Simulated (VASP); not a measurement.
Consider the following.

```xyz
5
Lattice="3.9795 0.0000 0.0000 0.0000 3.9795 0.0000 0.0000 0.0000 3.9795" Properties=species:S:1:pos:R:3 pbc="T T T"
K      0.0000     0.0000     0.0000
Zn     1.9897     1.9897     1.9897
F      1.9897     0.0000     1.9897
F      0.0000     1.9897     1.9897
F      1.9897     1.9897     0.0000
```

Method: LDA (Ceperley-Alder, Perdew-Zunger), VASP's LDA PAW potentials (set 64) (plane waves; VASP). Settings: 520 eV cut-off, 6×6×6 Γ-centred mesh, tetrahedra with Blöchl corrections, potentials K_sv Zn F.

Task: Tabulate the total density of states (states/eV per cell) against energy (eV; zero at the valence-band maximum or, without a gap, the Fermi level).

Result: 
(E (eV), DOS (states/eV)): (-9.95, 0.00); (-9.71, 0.00); (-9.47, 0.00); (-9.35, 0.00); (-9.11, 0.00); (-8.87, 0.00); (-8.63, 0.00); (-8.39, 0.00); (-8.27, 0.00); (-8.03, 0.00); (-7.79, 0.00); (-7.55, 0.00); (-7.31, 0.00); (-7.07, 0.00); (-6.95, 0.00); (-6.71, 0.23); (-6.47, 0.93); (-6.23, 2.19); (-5.99, 2.59); (-5.87, 1.98); (-5.63, 4.29); (-5.39, 2.71); (-5.15, 3.15); (-4.91, 5.42); (-4.79, 5.38); (-4.55, 6.45); (-4.31, 7.44); (-4.07, 6.17); (-3.83, 4.13); (-3.71, 3.25); (-3.47, 0.00); (-3.23, 0.16); (-2.99, 4.02); (-2.75, 6.13); (-2.51, 8.59); (-2.39, 13.8); (-2.15, 14.0); (-1.91, 13.4); (-1.67, 3.51); (-1.43, 1.46); (-1.31, 1.54); (-1.07, 1.61); (-0.83, 1.48); (-0.59, 1.67); (-0.35, 1.73); (-0.23, 1.35); (0.01, 0.18); (0.25, 0.00); (0.49, 0.00); (0.73, 0.00); (0.97, 0.00); (1.09, 0.00); (1.33, 0.00); (1.57, 0.00); (1.81, 0.00); (2.05, 0.00); (2.17, 0.00); (2.41, 0.00); (2.65, 0.00); (2.89, 0.00); (3.13, 0.00); (3.25, 0.00); (3.49, 0.00); (3.73, 0.00); (3.97, 0.01); (4.21, 0.05); (4.33, 0.08); (4.57, 0.15); (4.81, 0.18); (5.05, 0.20); (5.29, 0.24); (5.53, 0.30); (5.65, 0.32); (5.89, 0.39); (6.13, 0.50); (6.37, 0.63); (6.61, 0.75); (6.73, 0.81); (6.97, 0.84); (7.21, 0.87)
Within 2 eV below the valence-band maximum the largest weight inside VASP's projection spheres is F p, then Zn d.

The compound is KZnF3 in the cubic perovskite structure. It was relaxed first, which changed the volume by -5 %.
